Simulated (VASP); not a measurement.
Data:

```yaml
crystal:
  lattice:
    - [0.00000, 1.78307, 1.78307]
    - [1.78307, 0.00000, 1.78307]
    - [1.78307, 1.78307, 0.00000]
  atoms:
    - { symbol: B, position: [0.00000, 0.00000, 0.00000] }
    - { symbol: N, position: [0.25000, 0.25000, 0.25000] }
```

All values below come from G0W0 on PBE orbitals, VASP's PBE PAW potentials (set 64) (plane waves; VASP). Numerical set-up: PREC = Normal, 500 eV cut-off, 4×4×4 Γ-centred mesh, Gaussian smearing of 0.010 eV, potentials B_GW N_GW_new.

The mesh is coarse and the basis finite, so the quasiparticle values are not converged.

**Question.** The job: BN (zinc blende), 2 atoms, G0W0@PBE, GW step (160 bands), 500 eV, 4×4×4 Γ-centred mesh. Roughly how much core time does it take on a busy server core?

**Answer.** About 30 core-seconds (one run on a shared machine, a rough figure). It had 8 irreducible k-points, 160 bands, up to 303 plane waves and 0 electronic steps.

The compound is BN in the zinc blende structure. This cell is one point of a volume scan, at 0.96 of the reference volume. The k-mesh is coarse (spacing up to 0.76 per Å, 2π included), so the numbers may not be converged in it.
